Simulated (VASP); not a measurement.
An input for Ansatz (written as the equivalent of a VASP run, and not itself run):

Ansatz 0.2 input:
```yaml
crystal:
  lattice:
    - [0.0000000, 3.3660000, 3.3660000]
    - [3.3660000, 0.0000000, 3.3660000]
    - [3.3660000, 3.3660000, 0.0000000]
  atoms:
    - { symbol: K, position: [0.0000000, 0.0000000, 0.0000000] }
    - { symbol: Br, position: [0.5000000, 0.5000000, 0.5000000] }
kpoints:
  mp_grid: { grid: [6, 6, 6] }
hamiltonian:
  xc: pbe
  pseudopotentials: { kind: paw }
scf:
  occupations: { method: gaussian, width: 0.05 }
  max_iter: 100
output: { forces: true, stress: true, eigenvalues: true }
```

Question: Write the VASP files for the same calculation (PBE).

Answer: One answer among several that fit: 
POSCAR:
```
KBr
4.7602430
  0.0000000000   0.7071067590   0.7071067590
  0.7071067590   0.0000000000   0.7071067590
  0.7071067590   0.7071067590   0.0000000000
K Br
1 1
Cartesian
  0.0000000000   0.0000000000   0.0000000000
  0.7071067590   0.7071067590   0.7071067590
```

File KPOINTS:
```
Automatic mesh
0
Gamma
6 6 6
0 0 0
```

INCAR:
```
SYSTEM = KBr
PREC = Accurate
ENCUT = 400
EDIFF = 1E-6
NELM = 100
ALGO = Normal
LREAL = .FALSE.
LASPH = .TRUE.
ISMEAR = 0
SIGMA = 0.05
GGA = PE
LMAXMIX = 4
LWAVE = .FALSE.
LCHARG = .FALSE.
ISIF = 2
```

POTCAR, in this order: K_sv Br (PBE.64 set). Program: vasp_std.

What does not carry over: each code has its own PAW files, so the cut-off isn't converted (ENCUT is set for VASP's; basis.ecutwfc is left out, and Ansatz then takes the one that its files recommend); Ansatz stops its SCF on the density residual and VASP on the energy change (EDIFF).

The compound is KBr in the rock salt structure. The cell was not relaxed at this level.
